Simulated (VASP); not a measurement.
All values below come from PBE GGA, VASP's PBE PAW potentials (set 64) (plane waves; VASP).

The input files of a VASP run:

### POSCAR
```
TiC
1.0
  0.0000000000   2.0697667239   2.0697667239
  2.0697667239   0.0000000000   2.0697667239
  2.0697667239   2.0697667239   0.0000000000
Ti C
1 1
Cartesian
  0.0000000000   0.0000000000   0.0000000000
  2.0697667239   2.0697667239   2.0697667239
```

**KPOINTS**
```
Automatic
0
G
  15 15 15
0 0 0
```

**INCAR**
```
NELM=100
PREC=Accurate
EDIFFG=-0.02   ! ionic stop
EDIFF=1E-6
ISMEAR=1   ! Methfessel-Paxton
LCHARG=.FALSE.
ALGO=Normal   ! blocked Davidson
SYSTEM=TiC
NSW=40
GGA=PE   ! PBE
PSTRESS=450   ! kbar
LASPH=.TRUE.   ! aspherical one-centre terms
LWAVE=.FALSE.
SIGMA=0.1   ! width (eV)
ENCUT=620   ! plane-wave cut-off (eV)
LREAL=.FALSE.
IBRION=2   ! conjugate gradients
ISIF=3   ! ions, shape and volume
LMAXMIX=4   ! l cut-off of mixed one-centre charges
```

POTCAR, in this order: Ti_sv C (PBE.64 set). Program: vasp_std.

Output

OSZICAR:
```
       N       E                     dE             d eps       ncg     rms          rms(c)
DAV:   1     0.131841368088E+03    0.13184E+03   -0.94044E+03  2880   0.186E+03
DAV:   2    -0.130933444954E+02   -0.14493E+03   -0.13819E+03  2984   0.416E+02
DAV:   3    -0.231196897569E+02   -0.10026E+02   -0.96055E+01  3824   0.102E+02
DAV:   4    -0.235870557483E+02   -0.46737E+00   -0.46667E+00  3680   0.210E+01
DAV:   5    -0.235997903528E+02   -0.12735E-01   -0.12734E-01  3868   0.308E+00    0.223E+01
DAV:   6    -0.187040220060E+02    0.48958E+01   -0.26677E+01  3320   0.715E+01    0.665E+00
DAV:   7    -0.183724417611E+02    0.33158E+00   -0.30131E+00  3212   0.245E+01    0.616E+00
DAV:   8    -0.183734832914E+02   -0.10415E-02   -0.19696E-01  3072   0.664E+00    0.139E+00
DAV:   9    -0.183814189847E+02   -0.79357E-02   -0.34051E-02  3964   0.178E+00    0.878E-01
DAV:  10    -0.183792893221E+02    0.21297E-02   -0.10006E-02  3360   0.167E+00    0.318E-01
DAV:  11    -0.183791040496E+02    0.18527E-03   -0.67656E-04  3312   0.277E-01    0.259E-02
DAV:  12    -0.183790905727E+02    0.13477E-04   -0.25459E-05  3172   0.758E-02    0.197E-02
DAV:  13    -0.183790859730E+02    0.45997E-05   -0.14104E-05  3104   0.654E-02    0.404E-03
DAV:  14    -0.183790859403E+02    0.32716E-07   -0.34115E-07  1636   0.852E-03
   1 F= -.13398320E+02 E0= -.13398342E+02  d E =-.133983E+02
```

**OUTCAR**
```
------------------------ aborting loop because EDIFF is reached ----------------------------------------
  FORCE on cell =-STRESS in cart. coord.  units (eV):
  Direction    XX          YY          ZZ          XY          YZ          ZX
  --------------------------------------------------------------------------------------
  Total        4.9756112      4.9756112      4.9756112     -0.0000000      0.0000000     -0.0000000
  in kB      449.5342851    449.5342851    449.5342851     -0.0000000      0.0000000     -0.0000000
  external PRESSURE =      -0.4657149 kB  Pullay stress =     450.0000000 kB
  volume of cell :       17.73
      direct lattice vectors                 reciprocal lattice vectors
     0.000000000  2.069766724  2.069766724    -0.241573118  0.241573118  0.241573118
     2.069766724  0.000000000  2.069766724     0.241573118 -0.241573118  0.241573118
     2.069766724  2.069766724  0.000000000     0.241573118  0.241573118 -0.241573118
 POSITION                                       TOTAL-FORCE (eV/Angst)
 -----------------------------------------------------------------------------------
      0.00000      0.00000      0.00000         0.000000      0.000000      0.000000
      2.06977      2.06977      2.06977        -0.000000     -0.000000     -0.000000
 -----------------------------------------------------------------------------------
    total drift:                                0.000000     -0.000000     -0.000000
  FREE ENERGIE OF THE ION-ELECTRON SYSTEM (eV)
  ---------------------------------------------------
  free  energy   TOTEN  =       -18.3790859403 eV

  energy  without entropy=      -18.3791515521  energy(sigma->0) =      -18.37910781
  enthalpy is  TOTEN    =       -13.3983200601 eV   P V=        4.9807658802

 reached required accuracy - stopping structural energy minimisation
```
(Selected blocks of OUTCAR.)

The compound is TiC in the rock salt structure. It was relaxed first under an external pressure of 45 GPa.
